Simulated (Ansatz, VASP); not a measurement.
# Cross-check of MgO (Periclase) between VASP and Ansatz

Aim: how closely do two programs agree when they are given the same cell, functional and k mesh? The cell is taken from a series of runs on this material, whose earlier steps may have relaxed, scaled, displaced or heated it; both programs get it as it stands.

Calculated with Ansatz 0.2.0; plane waves, with VASP 6.6.1 beside it; zone-centre phonons at LDA.

### 1. The structure

It takes space group Fm-3m (No. 225, cubic). Conventional cell: a = 4.161 Å, b = 4.161 Å, c = 4.161 Å, α = 90.00°, β = 90.00°, γ = 90.00°. Nearest to O lie 6 Mg at 2.08 Å. Nearest to Mg lie 6 O at 2.08 Å. Farther neighbours and most contacts between anions are not listed.

As a file:

```
O Mg
1.0
     0.00000    2.08032    2.08032
     2.08032    0.00000    2.08032
     2.08032    2.08032    0.00000
O Mg
1 1
Direct
  0.50000 0.50000 0.50000
  0.00000 0.00000 0.00000
```

### 2. VASP: zone-centre phonons, LDA

Second derivatives magnify differences that forces hide, and they need a tight electronic threshold.

Lines of VASP's logs that name or quote its potential files are left out, and so is its time.

Input file INCAR:

```
SYSTEM = MgO
PREC = Accurate
ENCUT = 600
EDIFF = 1E-08
NELM = 120
ISMEAR = -1
SIGMA = 0.03
LREAL = .FALSE.
ALGO = Normal
GGA = CA
NELECT = 8.027009
NBANDS = 10
LORBIT = 11
LWAVE = .FALSE.
LCHARG = .FALSE.
ISIF = 2
IBRION = 8
LASPH = .TRUE.
GGA_COMPAT = .FALSE.
KPAR = 2
```

Input file POSCAR:

```
MgO
1.0
    0.0000000000      2.0803230009      2.0803230009
    2.0803230009      0.0000000000      2.0803230009
    2.0803230009      2.0803230009      0.0000000000
O Mg
1 1
Direct
    0.5000000000      0.5000000000      0.5000000000
    0.0000000000      0.0000000000      0.0000000000
```

Input file KPOINTS:

```
Automatic mesh
0
Gamma
36 36 36
0 0 0
```

PAW data sets: O and Mg (LDA family, release 64).

Launch:

```bash
$ mpirun -np 2 vasp_std
```

Numbers of over 12 decimals in the logs are rounded to 6 here.

What it wrote:

```text
[banner, memory and clock lines left out]
running    2 mpi-ranks, on    1 nodes
 distrk:  each k-point on    1 cores,    2 groups
 distr:  one band on    1 cores,    1 groups

 POSCAR found type information on POSCAR O Mg
 POSCAR found :  2 types and       2 ions
 LDA part: xc-table for (Slater(with rela. corr.)+CA(PZ))
 , standard interpolation
 POSCAR, INCAR and KPOINTS ok, starting setup
 FFT: planning ... GRIDC
 FFT: planning ... GRID_SOFT
 FFT: planning ... GRID
 WAVECAR not read
 entering main loop
       N       E                     dE             d eps       ncg     rms          rms(c)
DAV:   1     0.155782735145E+02    0.15578E+02   -0.51001E+03 28136   0.806E+02
DAV:   2    -0.141674874655E+02   -0.29746E+02   -0.28761E+02 28068   0.150E+02
DAV:   3    -0.148153103776E+02   -0.64782E+00   -0.64721E+00 29176   0.201E+01
DAV:   4    -0.148167913871E+02   -0.14810E-02   -0.14810E-02 27464   0.106E+00
DAV:   5    -0.148167953897E+02   -0.40026E-05   -0.40025E-05 27798   0.530E-02BRMIX: very serious problems
 the old and the new charge density differ
 old charge density:     8.00000 new    8.02701
BRMIX: very serious problems
 the old and the new charge density differ
 old charge density:     8.00000 new    8.02701
    0.713E+00
DAV:   6    -0.132728162625E+02    0.15440E+01   -0.89891E+00 25200   0.179E+01    0.221E+00
DAV:   7    -0.132335511899E+02    0.39265E-01   -0.56674E-02 26996   0.234E+00    0.127E+00
DAV:   8    -0.132094449273E+02    0.24106E-01   -0.27853E-02 25204   0.188E+00    0.198E-01
DAV:   9    -0.132092377532E+02    0.20717E-03   -0.20945E-04 28632   0.120E-01    0.135E-01
DAV:  10    -0.132090984597E+02    0.13929E-03   -0.35840E-04 26258   0.174E-01    0.802E-03
DAV:  11    -0.132090977131E+02    0.74666E-06   -0.36946E-06 27020   0.117E-02    0.318E-03
DAV:  12    -0.132090977079E+02    0.51666E-08   -0.18482E-07 27348   0.304E-03    0.701E-04
DAV:  13    -0.132090977042E+02    0.36785E-08   -0.61735E-09 14784   0.918E-04
   1 F= -.13209098E+02 E0= -.13209024E+02  d E =-.147826E-03
 Linear response reoptimize wavefunctions to high precision
DAV:   1    -0.132090977050E+02   -0.77216E-09   -0.17037E-10 16198   0.131E-04
DAV:   2    -0.132090977050E+02   -0.32969E-11   -0.10744E-11 13646   0.332E-05
 Linear response DOF=           2
 Linear response progress:
  Degree of freedom:   1/  2
       N       E                     dE             d eps       ncg     rms          rms(c)
RMM:   1    -0.349665426988E+00   -0.34967E+00    0.37870E-01121230   0.426E+00
RMM:   2    -0.349311885108E+00    0.35354E-03   -0.19274E-03106006   0.366E-01    0.134E-01
RMM:   3    -0.350687023837E+00   -0.13751E-02   -0.37624E-04102082   0.141E-01    0.706E-02
RMM:   4    -0.352779135798E+00   -0.20921E-02   -0.37674E-04 96964   0.144E-01    0.171E-02
RMM:   5    -0.352789274428E+00   -0.10139E-04   -0.46417E-06111783   0.202E-02    0.132E-03
RMM:   6    -0.352790295093E+00   -0.10207E-05   -0.34566E-08116367   0.172E-03    0.757E-04
RMM:   7    -0.352785932209E+00    0.43629E-05   -0.25384E-09113997   0.334E-04    0.544E-05
RMM:   8    -0.352785842355E+00    0.89854E-07   -0.14461E-09118101   0.603E-05    0.160E-05
RMM:   9    -0.352785888263E+00   -0.45907E-07   -0.14284E-09117223   0.218E-05    0.288E-06
RMM:  10    -0.352785881830E+00    0.64326E-08   -0.15126E-09 95311   0.130E-05    0.466E-07
 first order change of Fermi-energy   0.86562E-03
 force on displaced ion       1 direction 1 :  -5.984   0.000   0.000
 Linear response progress:
  Degree of freedom:   2/  2
       N       E                     dE             d eps       ncg     rms          rms(c)
RMM:   1    -0.223597003975E-02   -0.22360E-02   -0.58157E-05142640   0.523E-01
RMM:   2    -0.217619837384E-02    0.59772E-04   -0.14912E-04102190   0.848E-02    0.350E-02
RMM:   3    -0.215103025367E-02    0.25168E-04   -0.15652E-05107141   0.278E-02    0.181E-02
RMM:   4    -0.215097604526E-02    0.54208E-07   -0.13313E-05107590   0.251E-02    0.326E-03
RMM:   5    -0.215151874762E-02   -0.54270E-06   -0.13148E-07108540   0.283E-03    0.299E-04
RMM:   6    -0.215155134065E-02   -0.32593E-07   -0.53778E-10108944   0.193E-04    0.128E-04
RMM:   7    -0.215150832622E-02    0.43014E-07   -0.20318E-10110704   0.120E-04    0.121E-05
RMM:   8    -0.215152219294E-02   -0.13867E-07    0.14902E-12112689   0.125E-05    0.257E-06
RMM:   9    -0.215152119752E-02    0.99542E-09    0.33367E-12102012   0.418E-06    0.378E-07
 first order change of Fermi-energy   0.33426E-04
 force on displaced ion       2 direction 1 :  -5.975   0.000   0.000
 Linear response finished
```

OUTCAR, selected parts (step 2):

```text
NELECT = 8.027009

 ion  position               nearest neighbor table
   1  0.500  0.500  0.500-   2 2.08   2 2.08   2 2.08   2 2.08   2 2.08   2 2.08
   2  0.000  0.000  0.000-   1 2.08   1 2.08   1 2.08   1 2.08   1 2.08   1 2.08

  LATTYP: Found a face centered cubic cell.
 ALAT       =     4.1606460018

 Subroutine GETGRP returns: Found 48 space group operations
 (whereof 48 operations were pure point group operations)

The static configuration has the point symmetry O_h .

 Found   1240 irreducible k-points:

   k-points           NKPTS =   1240   k-points in BZ     NKDIM =   1240   number of bands    NBANDS=     10

   dimension x,y,z NGX =    24 NGY =   24 NGZ =   24
   dimension x,y,z NGXF=    48 NGYF=   48 NGZF=   48

   ENCUT  =  600.0 eV  44.10 Ry    6.64 a.u.   5.88  5.88  5.88*2*pi/ulx,y,z

 k-points in reciprocal lattice and weights: Automatic mesh
   0.00000000  0.00000000  0.00000000       0.000
   0.02777778  0.00000000  0.00000000       0.000
   0.05555556  0.00000000  0.00000000       0.000
   0.08333333  0.00000000  0.00000000       0.000
   0.11111111  0.00000000  0.00000000       0.000
   0.13888889  0.00000000  0.00000000       0.000
   0.16666667  0.00000000  0.00000000       0.000
   0.19444444  0.00000000  0.00000000       0.000
   0.22222222  0.00000000  0.00000000       0.000
[...]
-0.27777778  0.50000000  0.22222222       0.000
  -0.25000000  0.50000000  0.25000000       0.000

 average (electrostatic) potential at core
       1 -70.4633       2 -34.7285

  Total        0.2459846      0.2459846      0.2459846      0.0000000      0.0000000      0.0000000
  in kB       21.8874984     21.8874984     21.8874984      0.0000000      0.0000000      0.0000000
  external PRESSURE =      21.8874984 kB  Pullay stress =       0.0000000 kB

  energy-cutoff  :      600.00
  volume of cell :       18.01
      direct lattice vectors                 reciprocal lattice vectors
     0.000000000  2.080323001  2.080323001    -0.240347292  0.240347292  0.240347292
     2.080323001  0.000000000  2.080323001     0.240347292 -0.240347292  0.240347292
     2.080323001  2.080323001  0.000000000     0.240347292  0.240347292 -0.240347292

 POSITION                                       TOTAL-FORCE (eV/Angst)
 -----------------------------------------------------------------------------------
      2.08032      2.08032      2.08032        -0.000000     -0.000000      0.000000
      0.00000      0.00000      0.00000         0.000000      0.000000     -0.000000
 -----------------------------------------------------------------------------------
    total drift:                               -0.000000     -0.000000      0.000000

 Eigenvectors and eigenvalues of the dynamical matrix
 ----------------------------------------------------

   1 f  =   12.308364 THz    77.335732 2PiTHz  410.562828 cm-1    50.903280 meV
             X         Y         Z           dx          dy          dz
      2.080323  2.080323  2.080323    -0.776778    0.000000    0.000000
      0.000000  0.000000  0.000000     0.629775    0.000000    0.000000

   2 f  =   12.308364 THz    77.335732 2PiTHz  410.562828 cm-1    50.903280 meV
             X         Y         Z           dx          dy          dz
      2.080323  2.080323  2.080323     0.000000    0.776778    0.000000
      0.000000  0.000000  0.000000     0.000000   -0.629775    0.000000

   3 f  =   12.308364 THz    77.335732 2PiTHz  410.562828 cm-1    50.903280 meV
             X         Y         Z           dx          dy          dz
      2.080323  2.080323  2.080323     0.000000    0.000000    0.776778
      0.000000  0.000000  0.000000     0.000000    0.000000   -0.629775

   4 f/i=    0.004488 THz     0.028198 2PiTHz    0.149701 cm-1     0.018560 meV
             X         Y         Z           dx          dy          dz
      2.080323  2.080323  2.080323    -0.629775    0.000000    0.000000
      0.000000  0.000000  0.000000    -0.776778    0.000000    0.000000

   5 f/i=    0.004488 THz     0.028198 2PiTHz    0.149701 cm-1     0.018560 meV
             X         Y         Z           dx          dy          dz
      2.080323  2.080323  2.080323     0.000000    0.000000   -0.629775
      0.000000  0.000000  0.000000     0.000000    0.000000   -0.776778

   6 f/i=    0.004488 THz     0.028198 2PiTHz    0.149701 cm-1     0.018560 meV
             X         Y         Z           dx          dy          dz
      2.080323  2.080323  2.080323     0.000000   -0.629775    0.000000
      0.000000  0.000000  0.000000     0.000000   -0.776778    0.000000

 ELASTIC MODULI CONTR FROM IONIC RELAXATION (kBar)
 Direction    XX          YY          ZZ          XY          YZ          ZX
 --------------------------------------------------------------------------------
 XX           0.0000      0.0000      0.0000      0.0000      0.0000      0.0000
 YY           0.0000      0.0000      0.0000      0.0000      0.0000      0.0000
 ZZ           0.0000      0.0000      0.0000      0.0000      0.0000      0.0000
 XY           0.0000      0.0000      0.0000      0.0000      0.0000      0.0000
 YZ           0.0000      0.0000      0.0000      0.0000      0.0000      0.0000
 ZX           0.0000      0.0000      0.0000      0.0000      0.0000      0.0000
 --------------------------------------------------------------------------------
```

The cell is charged against a uniform background. The run has no spin, yet a partly filled p shell of the light anion may carry a moment.

### 3. Ansatz: zone-centre phonons, LDA

Ansatz runs on its PAW soft_1 files.

The same cell, functional (in two slightly different forms), mesh and smearing now go to Ansatz, which takes its cutoff from its data sets.

Input file input.yaml:

```yaml
crystal:
  lattice:
    - [0.0, 2.0803230009, 2.0803230009]
    - [2.0803230009, 0.0, 2.0803230009]
    - [2.0803230009, 2.0803230009, 0.0]
  atoms:
    - { symbol: O, position: [0.5, 0.5, 0.5] }
    - { symbol: Mg, position: [0.0, 0.0, 0.0] }
total_charge: -0.027009
kpoints:
  mp_grid: { grid: [36, 36, 36] }
hamiltonian:
  xc: lda
  pseudopotentials: { kind: paw, azcp: { folder: soft_1 }, xc_functional: pbe }
scf:
  occupations: { method: fermi_dirac, width: 0.03 }
output:
  eigenvalues: true
phonons:
  method: dfpt
```

Launch:

```bash
$ ansatz run input.yaml --threads 4 --pin off --max-ram 16384MiB --backend cpu --events-out ev --progress --plain --runs-dir out
```

What it wrote:

```text
Engine: ansatz 0.2.0, aarch64-unknown-linux-gnu
Pseudopotentials: kind: paw
Pseudopotential: O, paw, valence charge 6, recommended cutoff 420 eV (normal), soft_1/O.paw.azcp
Pseudopotential: Mg, paw, valence charge 10, recommended cutoff 420 eV (normal), soft_1/Mg.paw.azcp
Functional definition: SPW92
  exchange = slater_x
  correlation = pw_c
Crystal: 2 atoms, lattice volume = 18.006 Å³
Basis set: ecut = 420 eV, 339 PW (Γ), exchange–correlation on 40×40×40 points (8 copies of the dense FFT grid, shifted against one another)
Bands: 13, of which v1, the nominal top of the filled ones, is band 8 counted from 1 (7 counted from 0)
Symmetry: 48 space group operations
k-points: 3349 of 46656 (irreducible under 8 space group operations, time reversal used)
Non-local potential: O, projectors of the file, l = 0: 2, l = 1: 2, l = 2: 1
Non-local potential: Mg, projectors of the file, l = 0: 3, l = 1: 2, l = 2: 1
PAW form: soft (Blöchl's): semilocal exchange-correlation on the pseudo side does not see the compensation charge
PAW frozen core: O, regenerated for the run's functional, and the local potential with it (the file was generated under x = pbe(κ = 0.804, μ = 0.219515), c = pbe(β = 0.066725))
PAW frozen core: Mg, regenerated for the run's functional, and the local potential with it (the file was generated under x = pbe(κ = 0.804, μ = 0.219515), c = pbe(β = 0.066725))
PAW one-centre angular grid: O, 110 points (default); XC on 64 Gauss nodes
PAW one-centre angular grid: Mg, 110 points (default); XC on 64 Gauss nodes
Initial density: superposition of atomic densities (chi_scale 0.1, normalization cell, long waves kept (reshape's long-wave potential 0.00 eV rms))
Initial wavefunctions: pseudopotential atomic-orbital guess
Functional: x = slater, c = lda
SCF iter   1: F=—  HF=-2459.713189 eV  |F-HF|=—  |Δ(HF+E_count)|=         —  Δρ=6.45e-2  dr2=3.82e-1  ethr=3.10e-3  ⟨swp⟩=6.2  Hψ=259579  notcnv=0
preconditioner: auto → none  [metal: Δε(μ)=0.026 eV  Ē_g=19.809 eV  σ=0.030 eV  W_gap=0.21  n_scr=8 (ndim 8)  ℏωp=24.8 eV  f_vac=0.000  D(μ)=0.05/eV (n_scr^D=0)  sad-step TF]
SCF iter   2: F=—  HF=-2459.686082 eV  |F-HF|=—  |Δ(HF+E_count)|=   2.71e-2  Δρ=3.52e-2  dr2=1.38e-1  ethr=2.38e-3  ⟨swp⟩=2.0  Hψ=83763  notcnv=0  defer=3175
SCF iter   3: F=—  HF=-2459.688551 eV  |F-HF|=—  |Δ(HF+E_count)|=   2.47e-3  Δρ=4.25e-3  dr2=1.94e-3  ethr=8.64e-4  ⟨swp⟩=2.4  Hψ=73133  notcnv=0  defer=3175
SCF iter   4: F=—  HF=-2459.688866 eV  |F-HF|=—  |Δ(HF+E_count)|=   3.15e-4  Δρ=3.57e-4  dr2=1.49e-5  ethr=1.21e-5  ⟨swp⟩=2.0  Hψ=78619  notcnv=0  defer=3175
SCF iter   5: F=—  HF=-2459.688868 eV  |F-HF|=—  |Δ(HF+E_count)|=   2.66e-6  Δρ=1.05e-4  dr2=7.42e-7  ethr=9.29e-8  ⟨swp⟩=2.0  Hψ=63872  notcnv=0  defer=3175
SCF iter   6: F=—  HF=-2459.688869 eV  |F-HF|=—  |Δ(HF+E_count)|=   5.64e-7  Δρ=1.56e-5  dr2=1.56e-8  ethr=4.63e-9  ⟨swp⟩=2.6  Hψ=53798  notcnv=0  defer=3175
SCF iter   7: F=—  HF=-2459.688869 eV  |F-HF|=—  |Δ(HF+E_count)|=   8.80e-9  Δρ=1.46e-6  dr2=1.29e-10  ethr=9.74e-11  ⟨swp⟩=2.7  Hψ=68027  notcnv=0  defer=3175
SCF iter   8: F=-2459.688869 eV  HF=-2459.688869 eV  |F-HF|=9.09e-13  |Δ(HF+E_count)|=  3.00e-11  Δρ=2.76e-8  dr2=3.42e-14  ethr=1.00e-12  ⟨swp⟩=10.2  Hψ=212744  notcnv=0
the search or the solves at the SCF's close seem to have found levels that the self-consistency loop had missed (the run counts 2). By its estimate they hold under 1e-12 electrons; where the run keeps them, the occupations were computed again with them
SCF 1 converged in 8 iterations: F = -2459.688869 eV  dr2 = 3.42e-14
  greatest PAW one-centre occupation: 1.000 electrons in one spin orbital (limit 2), on the Mg atom at site 1 (counted from 0), in its partial waves of l = 1
DFPT response loops at Γ: preconditioner auto → Kerker (q_TF=auto, 2.676 Å⁻¹) (partly filled bands, converged f_vac=0.000); β = 1.00, the filter's whole step (`scf.mixing.beta` (0.50) is not read by the response loops under this deck's `scf.mixing.preconditioner`; to damp them name `kerker` or `kerker_dos`, under which they read `scf.mixing.beta`, and type it under 1.00, their step now; both keys bind the ground state too); Broyden in place of MSR1
SCF converged after 8 iterations
Free energy (F): -2459.688869 eV
Harris-Foulkes:  -2459.688869 eV  (|F-HF|=9.09e-13)
Internal energy: -2459.688721 eV  (E = F + TS)
E sigma→0 (E₀):  -2459.688795 eV
Entropy (-TS):   -0.000148 eV (-0.074 meV/atom)
Fermi energy:    14.209336 eV
--- Per-component energies (eV) ---
  E_band       = -288.814028
  E_kinetic    = 244.026552
  E_local      = -1668.272916  (includes V_loc(G=0)·N_el)
  E_nonlocal   = 249.560246
  E_hartree    = 551.023766
  E_xc         = -99.840807
  E_vxc        = -128.818244  (∫ρ·V_xc dr)
  E_paw        = -431.133499  (= ΣΔE_a)
  E_vpaw       = -87.358033  (= ΣTr[D̂ρ^β])
  E_aug_tail   = 0.000830  (compensation charges beyond the density's cutoff)
  E_ewald      = -1305.300293
  E_core_change = 0.247401  (= ΣΔE_core)
  E_smearing   = -0.000148  (= −TS)
  E_closure    = -0.000000  (closes the sum)
  E_deformation_potential = -0.512215  (in the stress; not in F)
  Σ components = -2459.688869   (vs F -2459.688869, Δ=0.00e0)
--- Band table (eV; the first three rows and the last of 3349) ---
  k-point 0: bands = [... 4 lower, -9.0517, 8.1470, 8.1470, 8.1470, 13.1546, 23.8611, 23.8611, 23.8611, ... 1 higher]
  k-point 1: bands = [... 4 lower, -9.0422, 8.0887, 8.1412, 8.1412, 13.2097, 23.7212, 23.8816, 23.8816, ... 1 higher]
  k-point 2: bands = [... 4 lower, -9.0137, 7.9219, 8.1240, 8.1240, 13.3665, 23.3664, 23.9421, 23.9421, ... 1 higher]
  k-point 3348: bands = [... 4 lower, -7.2423, 5.0374, 5.0374, 6.2724, 19.8301, 19.8301, 20.4491, 23.8734, ... 1 higher]
--- Phonons (Γ-DFPT): 2 representative perturbations + reference, on 3349 of 46656 k-points (Σ response iterations 6) ---
  k mesh reduced under 8 symmetry operations, with k and −k counted as one. Each operation leaves every solved perturbation unchanged. A smaller set is not used because it would not reduce the number of displacements times k-points to solve
  ASR residual: 2.895e-5 → 0.000e0 eV/Å²; symmetrization residual: 8.193e-7 eV/Å²
  ASR residual per site (eV/Å²): 2.89e-5 1.71e-5
  Γ frequencies (cm⁻¹): 0.00 0.00 0.00 403.95 403.95 403.95
  non-analytic LO–TO correction: not included (Born effective charges unavailable; polar crystals: no LO–TO splitting at Γ)
```

In the SCF lines HF is the Harris–Foulkes energy and dr2 the Hartree energy of the density residual, in eV; the loop may stop once dr2 is under the threshold and the program's other checks hold. Hψ counts applications of the Hamiltonian.

### 4. Differences

Known differences besides the potentials themselves: the two LDA forms differ slightly; the cutoff is 420 eV in Ansatz and 600 eV in VASP; VASP's log shows a relativistic correction to its local exchange, Ansatz's none. Total energies have different zeros and are not compared.

Compared:

```tsv
quantity	Ansatz	VASP	difference
optical mode 1 to 3 (cm⁻¹)	403.9	410.6	-1.61 %
```

Modes are paired by rising frequency, not by their patterns, so a pair may set unlike modes beside each other; they are those without the splitting of longitudinal modes. The cell carries a charge of -0.027009 e against a uniform background, so its pressure also hangs on how the neutralising background is counted, and in a defect's cell a gap may be the spacing between its levels.

### 5. Outcome

```
r.m.s. difference of the optical zone-centre modes, each program's sorted by frequency (zone-centre phonons, LDA) : 6.6 cm⁻¹
difference in optical mode 1 to 3 (zone-centre phonons, LDA)                                                      : -1.6 %
```

The r.m.s. difference of the optical zone-centre modes, each program's sorted by frequency is 6.6 cm⁻¹ (zone-centre phonons, LDA). The data sets hold unlike numbers of valence electrons (16.027 in Ansatz and 8.027 in VASP), so part of the differences comes from the potentials. Among the rows given in per cent, the largest difference of the zone-centre phonons, LDA pair is in optical mode 1 to 3, -1.6 %. How closely two codes agree says nothing of how well the functional describes the real material.

[Lines on the potential files, build, host, timing and source positions are cut from VASP's logs without a mark.]

[Logs are printed without paths, hosts, clocks, repeated set-up lines and the standing remarks that a program may print on its own settings, such as how far it seeks lower states.]

[Hosts, paths, dates, database ids (printed as entryN), source tags and the programs' standing remarks are cut or masked in the printed files.]
